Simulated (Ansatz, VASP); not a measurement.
# Ti (Titanium): VASP beside Ansatz

One calculation is typed for both programs; each brings its own data sets. How far apart do they land? The cell is taken from a series of runs on this material, whose earlier steps may have relaxed, scaled, displaced or heated it; both programs get it as it stands.

Calculated with Ansatz 0.2.0; plane waves, with VASP 6.6.1 beside it; zone-centre phonons at LDA.

## (1) Set-up

Symmetry: P6_3/mmc, No. 194, hexagonal system. The conventional cell has a = 2.854 Å, b = 2.854 Å, c = 4.520 Å, α = 90.00°, β = 90.00°, γ = 120.00°. Nearest to Ti lie 12 Ti at 2.80 to 2.85 Å.

## (2) VASP: zone-centre phonons, LDA

Second derivatives magnify differences that forces hide, and they need a tight electronic threshold.

Lines of VASP's logs that name or quote its potential files are left out, and so is its time.

Contents of INCAR:

```
SYSTEM = Ti
PREC = Accurate
ENCUT = 500
EDIFF = 1E-08
NELM = 120
ISMEAR = 1
SIGMA = 0.2
LREAL = .FALSE.
ALGO = Normal
GGA = PW92
NBANDS = 18
LASPH = .TRUE.
LORBIT = 11
LWAVE = .FALSE.
LCHARG = .FALSE.
ISIF = 2
IBRION = 8
GGA_COMPAT = .FALSE.
KPAR = 2
```

Contents of POSCAR:

```
Ti
1.0
    2.8536791907      0.0000000000      0.0000000000
   -1.4268395954      2.4713586734      0.0000000000
    0.0000000000      0.0000000000      4.5198580492
Ti
2
Direct
    0.3333333334      0.6666666668      0.2500000000
    0.6666666668      0.3333333334      0.7500000000
```

Contents of KPOINTS:

```
Automatic mesh
0
Gamma
18 18 12
0 0 0
```

The projector-augmented-wave data sets are Ti_sv (LDA family, release 64).

The run is started by

```bash
$ mpirun -np 2 vasp_std
```

Numbers of over 12 decimals in the logs are rounded to 6 here.

The program printed:

```text
[banner, memory and clock lines left out]
running    2 mpi-ranks, on    1 nodes
 distrk:  each k-point on    1 cores,    2 groups
 distr:  one band on    1 cores,    1 groups

 POSCAR found type information on POSCAR Ti
 POSCAR found :  1 types and       2 ions
|                                                                             |
|               ----> ADVICE to this user running VASP <----                  |
|                                                                             |
|     You enforced a specific xc type in the INCAR file but a different       |
|     [... a line on the potential file left out ...]
|     I HOPE YOU KNOW WHAT YOU ARE DOING!                                     |
|                                                                             |

 LDA part: xc-table for (Slater(with rela. corr.)+PW92), standard interpolation
 POSCAR, INCAR and KPOINTS ok, starting setup
 FFT: planning ... GRIDC
 FFT: planning ... GRID_SOFT
 FFT: planning ... GRID
 WAVECAR not read
 entering main loop
       N       E                     dE             d eps       ncg     rms          rms(c)
DAV:   1     0.252266211120E+03    0.25227E+03   -0.12959E+04  9332   0.164E+03
DAV:   2     0.102750868983E+02   -0.24199E+03   -0.23882E+03  9484   0.451E+02
DAV:   3    -0.178248211102E+02   -0.28100E+02   -0.27775E+02 17492   0.126E+02
DAV:   4    -0.188939794937E+02   -0.10692E+01   -0.10684E+01 10552   0.259E+01
DAV:   5    -0.189434260509E+02   -0.49447E-01   -0.49437E-01 14340   0.400E+00    0.126E+01
DAV:   6    -0.170746798131E+02    0.18687E+01   -0.66842E+00 11030   0.272E+01    0.339E+00
DAV:   7    -0.170543043127E+02    0.20376E-01   -0.74896E-01 14126   0.641E+00    0.206E+00
DAV:   8    -0.170832155834E+02   -0.28911E-01   -0.23638E-01 10604   0.606E+00    0.776E-01
DAV:   9    -0.170738882047E+02    0.93274E-02   -0.49917E-02 10650   0.257E+00    0.858E-02
DAV:  10    -0.170743995341E+02   -0.51133E-03   -0.33777E-03 13542   0.380E-01    0.916E-02
DAV:  11    -0.170744058811E+02   -0.63470E-05   -0.19323E-04 12162   0.124E-01    0.416E-02
DAV:  12    -0.170743943047E+02    0.11576E-04   -0.46667E-05 11058   0.673E-02    0.307E-03
DAV:  13    -0.170743940103E+02    0.29434E-06   -0.21656E-06 13118   0.110E-02    0.315E-03
DAV:  14    -0.170743943117E+02   -0.30133E-06   -0.63322E-07 10058   0.742E-03    0.134E-03
DAV:  15    -0.170743942862E+02    0.25470E-07   -0.68611E-08 10772   0.178E-03    0.935E-05
DAV:  16    -0.170743942855E+02    0.76170E-09   -0.21256E-09  5346   0.436E-04
   1 F= -.17074394E+02 E0= -.17075536E+02  d E =0.342564E-02
 Linear response reoptimize wavefunctions to high precision
DAV:   1    -0.170743942879E+02   -0.24334E-08   -0.51476E-10  5992   0.180E-04
DAV:   2    -0.170743942879E+02   -0.81855E-11   -0.12106E-10  5196   0.805E-05
 Linear response DOF=           2
 Linear response progress:
  Degree of freedom:   1/  2
       N       E                     dE             d eps       ncg     rms          rms(c)
RMM:   1    -0.542863844412E+00   -0.54286E+00    0.29793E+01 41484   0.137E+02
RMM:   2    -0.521017155853E+00    0.21847E-01   -0.32757E-01 75015   0.468E+00    0.288E-01
RMM:   3    -0.518237938156E+00    0.27792E-02   -0.19946E-02 83815   0.124E+00    0.127E-01
RMM:   4    -0.518821318894E+00   -0.58338E-03   -0.75926E-03 98719   0.533E-01    0.177E-02
RMM:   5    -0.519502499151E+00   -0.68118E-03   -0.15137E-03104056   0.206E-01    0.105E-02
RMM:   6    -0.519850537185E+00   -0.34804E-03   -0.63651E-04102379   0.101E-01    0.125E-02
RMM:   7    -0.520349561351E+00   -0.49902E-03   -0.11503E-04 94749   0.499E-02    0.357E-03
RMM:   8    -0.520611698357E+00   -0.26214E-03   -0.42066E-05101777   0.275E-02    0.108E-03
RMM:   9    -0.520612916508E+00   -0.12182E-05   -0.14622E-05105783   0.138E-02    0.592E-04
RMM:  10    -0.520630474504E+00   -0.17558E-04   -0.52990E-06103821   0.753E-03    0.186E-04
RMM:  11    -0.520641740329E+00   -0.11266E-04   -0.10693E-05104525   0.440E-03    0.149E-04
RMM:  12    -0.520639732331E+00    0.20080E-05   -0.42245E-06105234   0.253E-03    0.471E-05
RMM:  13    -0.520637133895E+00    0.25984E-05   -0.65310E-06104917   0.162E-03    0.714E-05
RMM:  14    -0.520640791526E+00   -0.36576E-05   -0.37237E-06 99164   0.110E-03    0.175E-05
[...]
RMM:  30    -0.520640757853E+00   -0.12575E-07   -0.37504E-07101266   0.103E-04    0.235E-06
RMM:  31    -0.520640768099E+00   -0.10246E-07   -0.31473E-07110971   0.102E-04    0.152E-06
RMM:  32    -0.520640775801E+00   -0.77026E-08   -0.30297E-07 93971   0.954E-05    0.190E-06
RMM:  33    -0.520640774732E+00    0.10691E-08   -0.22817E-07 84874   0.924E-05    0.142E-06
RMM:  34    -0.520640777707E+00   -0.29742E-08   -0.21046E-07 76015   0.898E-05    0.113E-06
RMM:  35    -0.520640778034E+00   -0.32689E-09   -0.16711E-07 72574   0.879E-05    0.117E-06
RMM:  36    -0.520640777209E+00    0.82422E-09   -0.18324E-07 71501   0.861E-05    0.105E-06
RMM:  37    -0.520640777374E+00   -0.16481E-09   -0.13898E-07 71116   0.847E-05    0.105E-06
 first order change of Fermi-energy   0.55026E-04
 force on displaced ion       1 direction 1 :  -1.115  -0.000   0.000
 Linear response progress:
  Degree of freedom:   2/  2
       N       E                     dE             d eps       ncg     rms          rms(c)
RMM:   1    -0.652219689094E+00   -0.65222E+00    0.32808E+01 14258   0.139E+02
RMM:   2    -0.619014038782E+00    0.33206E-01   -0.33563E-01 26224   0.474E+00    0.300E-01
RMM:   3    -0.616886244601E+00    0.21278E-02   -0.24849E-02 28684   0.131E+00    0.131E-01
RMM:   4    -0.618367791421E+00   -0.14815E-02   -0.99417E-03 33054   0.576E-01    0.451E-02
RMM:   5    -0.618855084942E+00   -0.48729E-03   -0.18516E-03 31207   0.234E-01    0.218E-02
RMM:   6    -0.619466531191E+00   -0.61145E-03   -0.77718E-04 34602   0.123E-01    0.109E-02
RMM:   7    -0.619779867467E+00   -0.31334E-03   -0.11954E-04 34627   0.542E-02    0.744E-03
RMM:   8    -0.620369734438E+00   -0.58987E-03   -0.36336E-05 30513   0.337E-02    0.293E-03
RMM:   9    -0.620368098059E+00    0.16364E-05   -0.68487E-06 34473   0.171E-02    0.125E-03
RMM:  10    -0.620332952893E+00    0.35145E-04   -0.65361E-06 34235   0.943E-03    0.290E-04
RMM:  11    -0.620336338199E+00   -0.33853E-05   -0.21156E-06 36031   0.540E-03    0.247E-04
RMM:  12    -0.620342817208E+00   -0.64790E-05   -0.36269E-06 34987   0.338E-03    0.113E-04
RMM:  13    -0.620347403508E+00   -0.45863E-05   -0.42167E-06 35333   0.231E-03    0.770E-05
RMM:  14    -0.620346209053E+00    0.11945E-05   -0.32098E-06 35694   0.161E-03    0.297E-05
[...]
RMM:  19    -0.620346357283E+00   -0.25743E-06   -0.19675E-06 32176   0.589E-04    0.264E-05
RMM:  20    -0.620346418409E+00   -0.61126E-07   -0.15495E-06 34900   0.517E-04    0.244E-05
RMM:  21    -0.620346474998E+00   -0.56589E-07   -0.15819E-06 35541   0.458E-04    0.264E-05
RMM:  22    -0.620346495654E+00   -0.20656E-07   -0.13444E-06 30948   0.420E-04    0.348E-05
RMM:  23    -0.620346650092E+00   -0.15444E-06   -0.12520E-06 36279   0.447E-04    0.113E-05
RMM:  24    -0.620346637466E+00    0.12626E-07   -0.11424E-06 34593   0.354E-04    0.112E-05
RMM:  25    -0.620346636012E+00    0.14540E-08   -0.10250E-06 31340   0.332E-04    0.897E-06
RMM:  26    -0.620346582747E+00    0.53265E-07   -0.96917E-07 37022   0.336E-04    0.101E-05
 first order change of Fermi-energy  -0.18433E-03
 force on displaced ion       1 direction 3 :   0.000   0.000  -4.000
 Linear response finished
```

From OUTCAR (step 2):

```text
ion  position               nearest neighbor table
   1  0.333  0.667  0.250-   2 2.80   2 2.80   2 2.80   2 2.80   2 2.80   2 2.80
   2  0.667  0.333  0.750-   1 2.80   1 2.80   1 2.80   1 2.80   1 2.80   1 2.80

  LATTYP: Found a hexagonal cell.
 ALAT       =     2.8536791907
 C/A-ratio  =     1.5838704168

 Subroutine GETGRP returns: Found 24 space group operations
 (whereof 12 operations were pure point group operations)

The static configuration has the point symmetry D_3d.
 The point group associated with its full space group is D_6h.

 Found    259 irreducible k-points:

   k-points           NKPTS =    259   k-points in BZ     NKDIM =    259   number of bands    NBANDS=     18

   dimension x,y,z NGX =    24 NGY =   24 NGZ =   36
   dimension x,y,z NGXF=    48 NGYF=   48 NGZF=   72

   ENCUT  =  500.0 eV  36.75 Ry    6.06 a.u.   5.20  5.20  8.24*2*pi/ulx,y,z

   NELECT =      24.0000    total number of electrons

 k-points in reciprocal lattice and weights: Automatic mesh
   0.00000000  0.00000000  0.00000000       0.000
   0.05555556  0.00000000  0.00000000       0.002
   0.11111111  0.00000000  0.00000000       0.002
   0.16666667  0.00000000  0.00000000       0.002
   0.22222222 -0.00000000  0.00000000       0.002
   0.27777778  0.00000000  0.00000000       0.002
   0.33333333  0.00000000  0.00000000       0.002
   0.38888889  0.00000000  0.00000000       0.002
   0.44444444 -0.00000000  0.00000000       0.002
[...]
0.33333333  0.27777778  0.50000000       0.003
   0.33333333  0.33333333  0.50000000       0.001

 average (electrostatic) potential at core
       1 -71.4490       2 -71.4490

  Total        0.1846958      0.1846958      0.1892026     -0.0000000      0.0000000      0.0000000
  in kB        9.2832875      9.2832875      9.5098145     -0.0000000      0.0000000      0.0000000
  external PRESSURE =       9.3587965 kB  Pullay stress =       0.0000000 kB

  energy-cutoff  :      500.00
  volume of cell :       31.88
      direct lattice vectors                 reciprocal lattice vectors
     2.853679191  0.000000000  0.000000000     0.350424814  0.202317861  0.000000000
    -1.426839595  2.471358673  0.000000000     0.000000000  0.404635722  0.000000000
     0.000000000  0.000000000  4.519858049     0.000000000  0.000000000  0.221245886

 POSITION                                       TOTAL-FORCE (eV/Angst)
 -----------------------------------------------------------------------------------
     -0.00000      1.64757      1.12996        -0.000000      0.000000     -0.000000
      1.42684      0.82379      3.38989         0.000000     -0.000000      0.000000
 -----------------------------------------------------------------------------------
    total drift:                               -0.000000     -0.000000      0.000000

 Eigenvectors and eigenvalues of the dynamical matrix
 ----------------------------------------------------

   1 f  =    6.390243 THz    40.151081 2PiTHz  213.155563 cm-1    26.427910 meV
             X         Y         Z           dx          dy          dz
     -0.000000  1.647572  1.129965     0.000000    0.000000    0.707107
      1.426840  0.823786  3.389894     0.000000    0.000000   -0.707107

   2 f  =    3.373987 THz    21.199383 2PiTHz  112.544079 cm-1    13.953681 meV
             X         Y         Z           dx          dy          dz
     -0.000000  1.647572  1.129965    -0.485910    0.513704   -0.000000
      1.426840  0.823786  3.389894     0.485910   -0.513704   -0.000000

   3 f  =    3.373987 THz    21.199383 2PiTHz  112.544079 cm-1    13.953681 meV
             X         Y         Z           dx          dy          dz
     -0.000000  1.647572  1.129965    -0.513704   -0.485910    0.000000
      1.426840  0.823786  3.389894     0.513704    0.485910    0.000000

   4 f  =    0.000000 THz     0.000001 2PiTHz    0.000003 cm-1     0.000000 meV
             X         Y         Z           dx          dy          dz
     -0.000000  1.647572  1.129965     0.073502   -0.573208   -0.407467
      1.426840  0.823786  3.389894     0.073502   -0.573208   -0.407467

   5 f  =    0.000000 THz     0.000000 2PiTHz    0.000001 cm-1     0.000000 meV
             X         Y         Z           dx          dy          dz
     -0.000000  1.647572  1.129965     0.697292    0.006069    0.117245
      1.426840  0.823786  3.389894     0.697292    0.006069    0.117245

   6 f/i=    0.000000 THz     0.000000 2PiTHz    0.000002 cm-1     0.000000 meV
             X         Y         Z           dx          dy          dz
     -0.000000  1.647572  1.129965    -0.091546   -0.413999    0.565883
      1.426840  0.823786  3.389894    -0.091546   -0.413999    0.565883

 ELASTIC MODULI CONTR FROM IONIC RELAXATION (kBar)
 Direction    XX          YY          ZZ          XY          YZ          ZX
 --------------------------------------------------------------------------------
 XX        -180.7427    180.7427      0.0000      0.0000     -0.0000      0.0000
 YY         180.7427   -180.7427     -0.0000      0.0000      0.0000     -0.0000
 ZZ           0.0000     -0.0000     -0.0000      0.0000      0.0000     -0.0000
 XY           0.0000      0.0000      0.0000   -180.7427     -0.0000      0.0000
 YZ          -0.0000      0.0000      0.0000     -0.0000     -0.0000      0.0000
 ZX           0.0000     -0.0000     -0.0000      0.0000      0.0000     -0.0000
 --------------------------------------------------------------------------------
```

Energies printed during the response cycles are not total energies of the cell.

(Part 1 of 2 ends here.)

[Lines on the potential files, build, host, timing and source positions are cut from VASP's logs without a mark.]

[Logs are printed without paths, hosts, clocks, repeated set-up lines and the standing remarks that a program may print on its own settings, such as how far it seeks lower states.]

[Hosts, paths, dates, database ids (printed as entryN), source tags and the programs' standing remarks are cut or masked in the printed files.]
